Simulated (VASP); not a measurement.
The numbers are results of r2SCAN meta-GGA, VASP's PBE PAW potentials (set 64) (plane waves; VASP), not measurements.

The input files of a VASP run:

**KPOINTS**
```
Automatic mesh
0
Gamma
9 9 9
0 0 0
```

**POSCAR**
```
BAs
1
   -0.0000000000     2.3932101388     2.3932101388
    2.3932101388    -0.0000000000     2.3932101388
    2.3932101388     2.3932101388    -0.0000000000
B As
1 1
Direct
  0.0000000000   0.0000000000   0.0000000000
  0.2500000000   0.2500000000   0.2500000000
```

**INCAR**
```
! general
SYSTEM   =  BAs
PREC     =  Accurate
ENCUT    =  650
LREAL    =  F   ! projection in real space or not
LASPH    =  T

! electronic loop
EDIFF    =  1E-7
NELM     =  100   ! most electronic steps
ALGO     =  Normal   ! blocked Davidson
LMAXMIX  =  4
LMIXTAU  =  T

! smearing
ISMEAR   =  0   ! Gaussian
SIGMA    =  0.05   ! width (eV)

! functional
METAGGA  =  R2SCAN

! ions
IBRION   =  6   ! finite differences
NSW      =  1   ! most ionic steps
ISIF     =  3   ! ions, shape and volume
POTIM    =  0.015   ! step
NFREE    =  2

! output
LWAVE    =  F
LCHARG   =  F
```

POTCAR, in this order: B As (PBE.64 set). Program: vasp_std.

Output of the run:

OUTCAR:
```


   1 f  =   20.976137 THz   131.796955 2PiTHz  699.688611 cm-1    86.750293 meV

   2 f  =   20.976137 THz   131.796955 2PiTHz  699.688611 cm-1    86.750293 meV

   3 f  =   20.976137 THz   131.796955 2PiTHz  699.688611 cm-1    86.750293 meV

   4 f/i=    0.001648 THz     0.010354 2PiTHz    0.054966 cm-1     0.006815 meV

   5 f/i=    0.001648 THz     0.010354 2PiTHz    0.054966 cm-1     0.006815 meV

   6 f/i=    0.001648 THz     0.010354 2PiTHz    0.054966 cm-1     0.006815 meV

 ELASTIC MODULI CONTR FROM IONIC RELAXATION (kBar)
 Direction    XX          YY          ZZ          XY          YZ          ZX
 --------------------------------------------------------------------------------
 XX          -0.0000      0.0000      0.0000      0.0000      0.0000      0.0000
 YY           0.0000     -0.0000      0.0000      0.0000      0.0000      0.0000
 ZZ           0.0000      0.0000     -0.0000      0.0000      0.0000      0.0000
 XY           0.0000      0.0000      0.0000   -153.7636      0.0000      0.0000
 YZ           0.0000      0.0000      0.0000      0.0000   -153.7636      0.0000
 ZX           0.0000      0.0000      0.0000      0.0000      0.0000   -153.7636
 --------------------------------------------------------------------------------

 TOTAL ELASTIC MODULI (kBar)
 Direction    XX          YY          ZZ          XY          YZ          ZX
 --------------------------------------------------------------------------------
 XX        2905.2653    683.9990    683.9990      0.0000      0.0000     -0.0000
 YY         683.9990   2905.2653    683.9990      0.0000      0.0000     -0.0000
 ZZ         683.9990    683.9990   2905.2653      0.0000      0.0000      0.0000
 XY           0.0000      0.0000      0.0000   1575.1438      0.0000      0.0000
 YZ           0.0000      0.0000      0.0000      0.0000   1575.1438      0.0000
 ZX          -0.0000     -0.0000      0.0000      0.0000      0.0000   1575.1438
 --------------------------------------------------------------------------------
```
(Selected blocks of OUTCAR.)

The compound is BAs in the zinc blende structure. It was relaxed first.
